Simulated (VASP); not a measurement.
**Moving the functional in KAl**

```
K Al
1.0
     4.12691    0.00000    0.00000
     0.00000    4.12691    0.00000
     0.00000    0.00000    4.12691
K Al
1 1
Direct
  0.50000 0.50000 0.50000
  0.00000 0.00000 0.00000
```

The cell comes from a database or a generator and needn't be the stable form of this composition.

Kept alike: task band structure; k mesh 7 × 7 × 7; occupations fermi-dirac, width 0.05 eV; no spin polarisation. Program: VASP, PAW files Al, K_sv, 520 eV. The mesh is that of the run's cell of 2 atoms. No spin-orbit coupling.

| functional | pressure (GPa) |
| --- | --- |
| AM05 | -0.62 |
| BLYP | 1.26 |
| LDA | -1.63 |
| PBE | 0.00 |
| PBEsol | -0.84 |
| PW91 | -0.01 |
| RPBE | 0.89 |
| SCAN | -0.21 |
| TPSS | 0.20 |
| r2SCAN | -0.15 |
| revPBE | 0.70 |

Pressure is positive in compression; the values hold the error of the finite cutoff, so their zero can differ a little from the energy's minimum. For a metal such a mesh leaves the last digits unconverged. Runs of this series that gave no sound value for these columns are left out. Potentials were made for PBE (AM05, BLYP, PBE, PBEsol, PW91, RPBE, SCAN, TPSS, r2SCAN, revPBE); LDA (LDA).

**Question.** What does the functional change here?

**Answer.** The pressure runs from -1.63 (LDA) to 1.26 GPa (BLYP). From PBE: AM05 -0.62; BLYP +1.26; LDA -1.63; PBEsol -0.84; PW91 -0.01; RPBE +0.89; SCAN -0.21; TPSS +0.20; r2SCAN -0.15; revPBE +0.70. A positive pressure means that the functional's own cell is larger than the one given, a negative one that it is smaller.
